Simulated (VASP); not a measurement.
# TiGa11As12 (a cell with a defect) in VASP: a series of runs, part 2 of 3

VASP 6.6.1.

## 3. Single point, PBEsol+U, collinear spin, ferromagnetic start

File INCAR:

```
PREC = Accurate
ENCUT = 350
EDIFF = 1E-5
ISMEAR = 0
SIGMA = 0.03
LREAL = Auto
LASPH = True
NELM = 120
ALGO = Normal
ISIF = 2
LWAVE = False
LCHARG = False
ISPIN = 2
MAGMOM = 0.4 0 0 0 0 0 0 0 0 0 0 0 0 0 0 0 0 0 0 0 0 0 0 0
LORBIT = 11
LMAXMIX = 4
LDAU = True
LDAUTYPE = 2
LDAUL = 2 -1 -1
LDAUU = 3 0 0
LDAUJ = 0 0 0
LDAUPRINT = 1
GGA = PS
NBANDS = 130
NELECT = 216.0
KPAR = 2
```

File KPOINTS:

```
Automatic mesh
0
Gamma
  2 2 2
```

File POSCAR:

```
TiGa11As12
1.0
    0.0000000000      8.4805500000      8.4805500000
    5.6537000000      0.0000000000      5.6537000000
    5.6537000000      5.6537000000      0.0000000000
Ti Ga As
1 11 12
Direct
    0.0000000000      0.0000000000      0.0000000000
    0.0000000000      0.0000000000      0.5000000000
    0.0000000000      0.5000000000      0.0000000000
    0.0000000000      0.5000000000      0.5000000000
    0.3333330000      0.0000000000      0.0000000000
    0.3333330000      0.0000000000      0.5000000000
    0.3333330000      0.5000000000      0.0000000000
    0.3333330000      0.5000000000      0.5000000000
    0.6666670000      0.0000000000      0.0000000000
    0.6666670000      0.0000000000      0.5000000000
    0.6666670000      0.5000000000      0.0000000000
    0.6666670000      0.5000000000      0.5000000000
    0.0833333333      0.1250000000      0.1250000000
    0.0833333333      0.1250000000      0.6250000000
    0.0833333333      0.6250000000      0.1250000000
    0.0833333333      0.6250000000      0.6250000000
    0.4166663333      0.1250000000      0.1250000000
    0.4166663333      0.1250000000      0.6250000000
    0.4166663333      0.6250000000      0.1250000000
    0.4166663333      0.6250000000      0.6250000000
    0.7500003333      0.1250000000      0.1250000000
    0.7500003333      0.1250000000      0.6250000000
    0.7500003333      0.6250000000      0.1250000000
    0.7500003333      0.6250000000      0.6250000000
```

Potentials or basis: VASP PAW PBE potentials, release 64 (Ti_sv, Ga_d, As).

The run is started by

```
> cat potpaw_PBE.64/Ti_sv/POTCAR potpaw_PBE.64/Ga_d/POTCAR potpaw_PBE.64/As/POTCAR > POTCAR
> mpirun -np 4 vasp_std > vasp.out
```

OUTCAR:

```text
PREC = Accurate
   ENCUT = 350
   EDIFF = 1E-5
   ISMEAR = 0
   LREAL = Auto
   LASPH = True
   NELM = 120
   ISIF = 2
   ISPIN = 2
   LORBIT = 11
   GGA = PS
   NELECT = 216.0

 ion  position               nearest neighbor table
   1  0.000  0.000  0.000-  21 2.45  13 2.45  15 2.45  14 2.45
   2  0.000  0.000  0.500-  22 2.45  14 2.45  16 2.45  13 2.45
   3  0.000  0.500  0.000-  23 2.45  15 2.45  16 2.45  13 2.45
   4  0.000  0.500  0.500-  24 2.45  16 2.45  14 2.45  15 2.45
   5  0.333  0.000  0.000-  13 2.45  17 2.45  18 2.45  19 2.45
   6  0.333  0.000  0.500-  14 2.45  18 2.45  17 2.45  20 2.45
[... 16 lines left out ...]
  23  0.750  0.625  0.125-   3 2.45  11 2.45   9 2.45  12 2.45
  24  0.750  0.625  0.625-   4 2.45  12 2.45  11 2.45  10 2.45

  LATTYP: Found a face centered orthorhombic cell.
 ALAT       =     7.9955392176
 B/A-ratio  =     1.7320508076
 C/A-ratio  =     2.4494897428

  Lattice vectors:

 A1 = (   0.0000000000,   8.4805500000,   8.4805500000)
 A2 = (  -5.6537000000,   2.8268500000,   8.4805500000)
[... 1753 lines left out ...]
  external PRESSURE =      47.7955130 kB  Pullay stress =       0.0000000 kB

 VOLUME and BASIS-vectors are now :
 -----------------------------------------------------------------------------
  energy-cutoff  :      350.00
  volume of cell :      542.15
      direct lattice vectors                 reciprocal lattice vectors
     0.000000000  8.480550000  8.480550000    -0.058958440  0.058958440  0.058958440
     5.653700000  0.000000000  5.653700000     0.088437660 -0.088437660  0.088437660
     5.653700000  5.653700000  0.000000000     0.088437660  0.088437660 -0.088437660

 POSITION                                       TOTAL-FORCE (eV/Angst)
 -----------------------------------------------------------------------------------
      0.00000      0.00000      0.00000         0.060072     -0.046126     -0.046126
      2.82685      2.82685      0.00000        -0.001683      0.006016      0.157502
      2.82685      0.00000      2.82685        -0.001683      0.157502      0.006016
      5.65370      2.82685      2.82685        -0.162996     -0.001098     -0.001098
      0.00000      2.82685      2.82685         0.104057      0.016969      0.016969
      2.82685      5.65370      2.82685        -0.018935     -0.118591      0.012973
[... 16 lines left out ...]
      4.24027      7.06713      9.89398         0.003684     -0.008645      0.039393
      7.06712      9.89398      9.89398         0.033003     -0.004985     -0.004985
 -----------------------------------------------------------------------------------
    total drift:                                0.012154      0.002300      0.002296

  FREE ENERGIE OF THE ION-ELECTRON SYSTEM (eV)
  ---------------------------------------------------
  free  energy   TOTEN  =      -105.4852203815 eV

  energy  without entropy=     -105.4827388176  energy(sigma->0) =     -105.48397960

 total charge

# of ion       s       p       d       tot
------------------------------------------
    1        2.217   6.132   1.991  10.340
    2        0.894   0.807   9.994  11.695
    3        0.894   0.807   9.994  11.695
    4        0.897   0.806   9.994  11.697
    5        0.887   0.813   9.995  11.694
    6        0.893   0.809   9.994  11.697
[... 16 lines left out ...]
   23        1.213   1.610   0.032   2.854
   24        1.218   1.606   0.031   2.855
--------------------------------------------------
tot         26.598  34.483 112.319 173.400

 magnetization (x)

# of ion       s       p       d       tot
------------------------------------------
    1        0.001   0.000   0.132   0.133
    2        0.007   0.004  -0.000   0.011
    3        0.007   0.004  -0.000   0.011
    4       -0.016  -0.006   0.001  -0.021
    5       -0.006  -0.002   0.000  -0.007
    6        0.007   0.003  -0.000   0.009
[... 16 lines left out ...]
   23        0.000   0.002   0.000   0.002
   24        0.000  -0.002  -0.000  -0.001
--------------------------------------------------
tot          0.018   0.003   0.134   0.155
```

OSZICAR:

```text
N       E                     dE             d eps       ncg     rms          rms(c)
DAV:   1     0.210631502113E+04    0.21063E+04   -0.71864E+04  3176   0.183E+03
DAV:   2     0.314660559898E+03   -0.17917E+04   -0.17400E+04  3384   0.530E+02
DAV:   3    -0.650451254127E+02   -0.37971E+03   -0.35316E+03  3808   0.184E+02
[... 12 lines left out ...]
DAV:  84    -0.105481460867E+03    0.64281E-04   -0.90843E-06  2148   0.424E-02    0.618E-01
DAV:  85    -0.105481196400E+03    0.26447E-03   -0.64969E-05  3040   0.557E-02    0.600E-01
DAV:  86    -0.105485024710E+03   -0.38283E-02   -0.14207E-02  4040   0.173E+00    0.466E-01
DAV:  87    -0.105485252225E+03   -0.22751E-03   -0.18014E-03  3640   0.160E-01    0.465E-01
DAV:  88    -0.105485226435E+03    0.25790E-04   -0.71378E-05  3576   0.319E-02    0.462E-01
DAV:  89    -0.105485220381E+03    0.60532E-05   -0.85489E-06  2128   0.159E-02
   1 F= -.10548522E+03 E0= -.10548398E+03  d E =-.248156E-02  mag=     0.0775
```

Run time: 29 min. Hardware: 4 MPI ranks of Intel Xeon 6975P-C (Granite Rapids), shared host; peak memory 0.49 GiB.

What came out:

* Free energy: -105.4852 eV
* Largest force: 0.509 eV/Å
* Band gap on the k mesh: none (metal or under the smearing width)
* Net moment: 0.08 μB per cell
* Site moments: Ti +0.13; Ga +0.01, -0.02, -0.01, -0.00; As -0.00, +0.00 μB
* Valence electrons inside the program's atomic spheres: Ti 10.34; Ga 11.70, 11.69; As 2.89, 2.85, 2.90

Forces in eV/Å, atoms in the order of the input:
```
Ti   0.060 -0.046 -0.046
Ga  -0.002  0.006  0.158
Ga  -0.002  0.158  0.006
Ga  -0.163 -0.001 -0.001
Ga   0.104  0.017  0.017
Ga  -0.019 -0.119  0.013
Ga  -0.019  0.013 -0.119
Ga  -0.002 -0.009 -0.009
Ga   0.098 -0.041 -0.041
Ga   0.001 -0.093 -0.023
Ga   0.001 -0.023 -0.093
Ga   0.008 -0.005 -0.005
As   0.155  0.231  0.231
As  -0.263 -0.161  0.229
As  -0.263  0.229 -0.161
As   0.033  0.002  0.002
As  -0.171  0.081  0.081
As   0.050  0.051 -0.037
As   0.050 -0.037  0.051
As  -0.003  0.009  0.009
As   0.306 -0.287 -0.287
As   0.004  0.039 -0.009
As   0.004 -0.009  0.039
As   0.033 -0.005 -0.005
```

Eigenvalues of the final occupation matrices:
| site | spin | trace | eigenvalues |
| --- | --- | --- | --- |
| site 1 d | 1 | 1.03 | 0.04 0.16 0.16 0.17 0.51 |
| site 1 d | 2 | 0.93 | 0.03 0.15 0.16 0.16 0.43 |

Caveat: the k mesh is coarse (spacing up to 0.48 Å⁻¹), so the values aren't converged; the cell is charged against a uniform background, so pressure and absolute levels hang on convention; the cutoff is under 1.25 times the usual one of these potentials, so pressure, stress and relaxed cells hold a basis-set (Pulay) error; the PAW data sets were made with another functional, which shifts forces and pressure a little; the U is typed as a test and isn't derived for this compound.

## 4. Single point, PBEsol+U, collinear spin, ferromagnetic start

INCAR: that of step 3 with these lines changed.

```diff
@@ -8,3 +8,3 @@
 NELM = 120
-ALGO = Normal
+ALGO = All
 ISIF = 2
@@ -13,3 +13,3 @@
 ISPIN = 2
-MAGMOM = 0.4 0 0 0 0 0 0 0 0 0 0 0 0 0 0 0 0 0 0 0 0 0 0 0
+MAGMOM = 2 0 0 0 0 0 0 0 0 0 0 0 0 0 0 0 0 0 0 0 0 0 0 0
 LORBIT = 11
@@ -25,2 +25,3 @@
 NELECT = 216.0
+ISYM = 0
 KPAR = 2
```

KPOINTS is that of step 3.

POSCAR is that of step 3.

Potentials or basis: VASP PAW PBE potentials, release 64 (Ti_sv, Ga_d, As).

The run is started by

```
> cat potpaw_PBE.64/Ti_sv/POTCAR potpaw_PBE.64/Ga_d/POTCAR potpaw_PBE.64/As/POTCAR > POTCAR
> mpirun -np 4 vasp_std > vasp.out
```

OUTCAR:

```text
PREC = Accurate
   ENCUT = 350
   EDIFF = 1E-5
   ISMEAR = 0
   LREAL = Auto
   LASPH = True
   NELM = 120
   ISIF = 2
   ISPIN = 2
   LORBIT = 11
   GGA = PS
   NELECT = 216.0
   ISYM = 0

 ion  position               nearest neighbor table
   1  0.000  0.000  0.000-  21 2.45  13 2.45  15 2.45  14 2.45
   2  0.000  0.000  0.500-  22 2.45  14 2.45  16 2.45  13 2.45
   3  0.000  0.500  0.000-  23 2.45  15 2.45  16 2.45  13 2.45
   4  0.000  0.500  0.500-  24 2.45  16 2.45  14 2.45  15 2.45
   5  0.333  0.000  0.000-  13 2.45  17 2.45  18 2.45  19 2.45
   6  0.333  0.000  0.500-  14 2.45  18 2.45  17 2.45  20 2.45
[... 16 lines left out ...]
  23  0.750  0.625  0.125-   3 2.45  11 2.45   9 2.45  12 2.45
  24  0.750  0.625  0.625-   4 2.45  12 2.45  11 2.45  10 2.45

IMPORTANT INFORMATION: All symmetrisations will be switched off!
NOSYMM: (Re-)initialisation of all symmetry stuff for point group C_1.

----------------------------------------------------------------------------------------

                                     Primitive cell

[... 2193 lines left out ...]
  external PRESSURE =      45.8984919 kB  Pullay stress =       0.0000000 kB

 VOLUME and BASIS-vectors are now :
 -----------------------------------------------------------------------------
  energy-cutoff  :      350.00
  volume of cell :      542.15
      direct lattice vectors                 reciprocal lattice vectors
     0.000000000  8.480550000  8.480550000    -0.058958440  0.058958440  0.058958440
     5.653700000  0.000000000  5.653700000     0.088437660 -0.088437660  0.088437660
     5.653700000  5.653700000  0.000000000     0.088437660  0.088437660 -0.088437660

 POSITION                                       TOTAL-FORCE (eV/Angst)
 -----------------------------------------------------------------------------------
      0.00000      0.00000      0.00000         0.042137     -0.015542     -0.003695
      2.82685      2.82685      0.00000        -0.020506      0.002578      0.222605
      2.82685      0.00000      2.82685        -0.017325      0.249145      0.014586
      5.65370      2.82685      2.82685        -0.209607     -0.001742      0.011142
      0.00000      2.82685      2.82685         0.129873     -0.008951     -0.005923
      2.82685      5.65370      2.82685         0.008528     -0.159066     -0.005096
[... 16 lines left out ...]
      4.24027      7.06713      9.89398         0.003304     -0.007839      0.042827
      7.06712      9.89398      9.89398         0.041383     -0.007814      0.000861
 -----------------------------------------------------------------------------------
    total drift:                                0.008216      0.004025      0.003975

  FREE ENERGIE OF THE ION-ELECTRON SYSTEM (eV)
  ---------------------------------------------------
  free  energy   TOTEN  =      -105.6955520348 eV

  energy  without entropy=     -105.6953176441  energy(sigma->0) =     -105.69543484

 total charge

# of ion       s       p       d       tot
------------------------------------------
    1        2.213   6.131   1.976  10.320
    2        0.892   0.809   9.995  11.695
    3        0.891   0.810   9.994  11.696
    4        0.896   0.806   9.994  11.696
    5        0.886   0.814   9.995  11.695
    6        0.893   0.812   9.995  11.699
[... 16 lines left out ...]
   23        1.213   1.611   0.032   2.855
   24        1.218   1.608   0.031   2.857
--------------------------------------------------
tot         26.583  34.527 112.303 173.413

 magnetization (x)

# of ion       s       p       d       tot
------------------------------------------
    1        0.014   0.011   1.126   1.151
    2        0.014   0.005  -0.000   0.019
    3        0.014   0.007   0.000   0.021
    4        0.015   0.002  -0.000   0.016
    5        0.009   0.003   0.000   0.012
    6        0.014   0.005   0.000   0.019
[... 16 lines left out ...]
   23        0.000   0.002   0.000   0.003
   24        0.002   0.004   0.000   0.005
--------------------------------------------------
tot          0.121  -0.007   1.164   1.278
```

OSZICAR:

```text
N       E                     dE             d eps       ncg     rms           ort
DAV:   1     0.210804603483E+04    0.21080E+04   -0.70467E+04  1040   0.194E+03
DAV:   2     0.314234089628E+03   -0.17938E+04   -0.17436E+04  1040   0.529E+02
DAV:   3    -0.666754471945E+02   -0.38091E+03   -0.35617E+03  1040   0.184E+02
DAV:   4    -0.107720208258E+03   -0.41045E+02   -0.39659E+02  1040   0.573E+01
DAV:   5    -0.110403194868E+03   -0.26830E+01   -0.26556E+01  1040   0.140E+01
SDA:   6    -0.900430318455E+02    0.20360E+02   -0.26556E+01  1040   0.919E+02   0.000E+00
SDA:   7    -0.102242379439E+03   -0.12199E+02   -0.71688E+01  1040   0.132E+02   0.239E+02
CGA:   8    -0.104563578403E+03   -0.23212E+01   -0.20754E+01  1040   0.462E+01  -0.161E+01
CGA:   9    -0.105233289468E+03   -0.66971E+00   -0.67279E+00  1040   0.116E+01   0.726E-01
CGA:  10    -0.105469695949E+03   -0.23641E+00   -0.23605E+00  1040   0.652E+00   0.969E-02
CGA:  11    -0.105529783705E+03   -0.60088E-01   -0.66216E-01  1040   0.392E+00   0.126E-02
CGA:  12    -0.105602859923E+03   -0.73076E-01   -0.73009E-01  1040   0.127E+00   0.366E-02
CGA:  13    -0.105639394935E+03   -0.36535E-01   -0.36916E-01  1040   0.105E+00  -0.866E-03
[... 17 lines left out ...]
CGA:  31    -0.105695542138E+03   -0.18737E-04   -0.18742E-04  1040   0.378E-04  -0.104E-06
CGA:  32    -0.105695552035E+03   -0.98967E-05   -0.99233E-05  1040   0.252E-04  -0.699E-06
   1 F= -.10569555E+03 E0= -.10569543E+03  d E =-.234391E-03  mag=     1.7457
```

stdout:

```text
POSCAR found type information on POSCAR TiGaAs
 POSCAR found :  3 types and      24 ions
 scaLAPACK will be used
 -----------------------------------------------------------------------------
[... 62 lines left out ...]
 gam= 0.535 g(H,U,f)=  0.532E-04 0.111E-04 0.186E-06 ort(H,U,f) =-0.126E-04 0.128E-04 0.131E-05
 gam= 0.535 trial= 0.440  step=  0.5744 mean=  0.4403
 gam= 0.587 g(H,U,f)=  0.321E-04 0.565E-05 0.519E-07 ort(H,U,f) =-0.625E-05 0.594E-05 0.216E-06
 gam= 0.587 trial= 0.454  step=  0.5257 mean=  0.4537
 gam= 0.665 g(H,U,f)=  0.174E-04 0.751E-05 0.220E-06 ort(H,U,f) = 0.620E-06-0.183E-05 0.507E-06
 gam= 0.665 trial= 0.461  step=  0.4760 mean=  0.4609
 final diagonalization occupied
```

Wall time 9.1 min (4 MPI ranks of Intel Xeon 6975P-C (Granite Rapids), shared host); peak memory 0.8 GiB.

Results:

```yaml
Free_energy: -105.6956 eV
Largest_force: 0.759 eV/Å
Band_gap_on_the_k_mesh: none (metal or under the smearing width)
Net_moment: 1.75 μB per cell
Site_moments: Ti +1.15; Ga +0.02, +0.01, +0.00; As -0.01, -0.02, +0.01, +0.00 μB
Valence_electrons_inside_the_program's_atomic_spheres: Ti 10.32; Ga 11.70, 11.69; As 2.90, 2.89, 2.85, 2.86
```

Forces in eV/Å, atoms in the order of the input:
```
Ti   0.042 -0.016 -0.004
Ga  -0.021  0.003  0.223
Ga  -0.017  0.249  0.015
Ga  -0.210 -0.002  0.011
Ga   0.130 -0.009 -0.006
Ga   0.009 -0.159 -0.005
Ga  -0.001 -0.007 -0.165
Ga   0.003 -0.016 -0.022
Ga   0.120 -0.043 -0.038
Ga  -0.013 -0.139 -0.009
Ga  -0.006 -0.021 -0.125
Ga   0.010 -0.006 -0.009
As   0.322  0.311  0.357
As  -0.413 -0.226  0.302
As  -0.422  0.290 -0.266
As   0.047  0.008 -0.003
As  -0.181  0.099  0.096
As   0.042  0.062 -0.040
As   0.046 -0.029  0.070
As  -0.001  0.016  0.023
As   0.474 -0.395 -0.443
As  -0.004  0.045 -0.006
As   0.003 -0.008  0.043
As   0.041 -0.008  0.001
```

Levels at points of the mesh, in eV from the Fermi level:
Spin up:
| k point | band 107 | band 108 | band 109 | band 110 | band 111 | band 112 |
| --- | --- | --- | --- | --- | --- | --- |
| (0.00, 0.00, 0.00) | -1.08 | -0.69 | -0.42 | -0.32 | 0.08 | 0.16 |
| (0.50, 0.00, 0.00) | -1.26 | -0.80 | -0.33 | -0.05 | 0.18 | 0.30 |
| (0.00, 0.50, 0.00) | -1.50 | -0.52 | -0.06 | 0.49 | 0.56 | 0.82 |
| (0.00, 0.00, 0.50) | -1.49 | -0.64 | 0.07 | 0.48 | 0.55 | 0.80 |
| (0.50, 0.00, 0.50) | -1.67 | -0.72 | 0.15 | 0.59 | 0.91 | 1.20 |
| (0.50, 0.50, 0.00) | -1.68 | -0.65 | 0.10 | 0.64 | 0.88 | 1.20 |
| (0.00, 0.50, 0.50) | -1.56 | -0.43 | -0.19 | 0.58 | 0.90 | 1.01 |
| (0.50, 0.50, 0.50) | -1.63 | -0.40 | -0.11 | 0.66 | 0.80 | 1.22 |
Spin down:
```tsv
k point	band 104	band 105	band 106	band 107	band 108	band 109	band 110	band 111
(0.00, 0.00, 0.00)	-1.69	-1.07	-1.04	-1.03	-0.31	0.11	0.20	0.26
(0.50, 0.00, 0.00)	-1.47	-1.46	-1.21	-1.21	0.04	0.21	0.38	0.40
(0.00, 0.50, 0.00)	-1.68	-1.66	-1.47	-1.42	0.50	0.65	0.85	0.97
(0.00, 0.00, 0.50)	-1.68	-1.66	-1.47	-1.42	0.50	0.65	0.87	0.97
(0.50, 0.00, 0.50)	-2.05	-1.93	-1.74	-1.56	0.82	1.02	1.19	1.22
(0.50, 0.50, 0.00)	-2.05	-1.93	-1.73	-1.56	0.82	1.03	1.20	1.22
(0.00, 0.50, 0.50)	-2.10	-1.76	-1.56	-1.45	0.76	0.83	1.04	1.15
(0.50, 0.50, 0.50)	-1.95	-1.82	-1.66	-1.53	0.80	1.02	1.21	1.31
```

Eigenvalues of the final occupation matrices:
```tsv
site	spin	trace	eigenvalues
site 1 d	1	1.57	0.15 0.16 0.17 0.40 0.68
site 1 d	2	0.43	0.02 0.03 0.12 0.13 0.13
```

Caveat: the k mesh is coarse (spacing up to 0.48 Å⁻¹), so the values aren't converged; the cell is charged against a uniform background, so pressure and absolute levels hang on convention; the cutoff is under 1.25 times the usual one of these potentials, so pressure, stress and relaxed cells hold a basis-set (Pulay) error; the PAW data sets were made with another functional, which shifts forces and pressure a little; the U is typed as a test and isn't derived for this compound.

[end of part 2 of 3]
